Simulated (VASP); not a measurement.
## GeP$_{3}$ (space group R-3m): computed properties

Calculation: LDA (Ceperley-Alder, Perdew-Zunger), VASP's LDA PAW potentials (set 64) (plane waves; VASP 6.6.1).

```yaml
space_group: R-3m (166)
cell: a = 6.989 Å, b = 6.989 Å, c = 9.497 Å, α = 90.00°, β = 90.00°, γ = 120.00°
volume_per_atom: 16.74 Å³/atom
band gap (over mesh and band path): none (metal, semimetal or under 0.01 eV)
density: 4.11 g/cm³
```

Space group R-3m, hexagonal axes (No. 166); a = b = 6.9891 Å, c = 9.4971 Å, α = β = 90.00°, γ = 120.00°

```
atom  site  symmetry       x       y       z
----  ----  --------  ------  ------  ------
Ge      6c        3m  0.0000  0.0000  0.2621
P      18h        .m  0.1591  0.3183  0.0582
```
(The calculation used a cell of 8 atoms; values per cell refer to that cell.)

The structure comes from a computed database's GeP3 entry (R-3m); how it stands against other phases isn't given here. It was relaxed first, which changed the volume by -9 %. Symmetry was kept, so distortions that lower it aren't found.
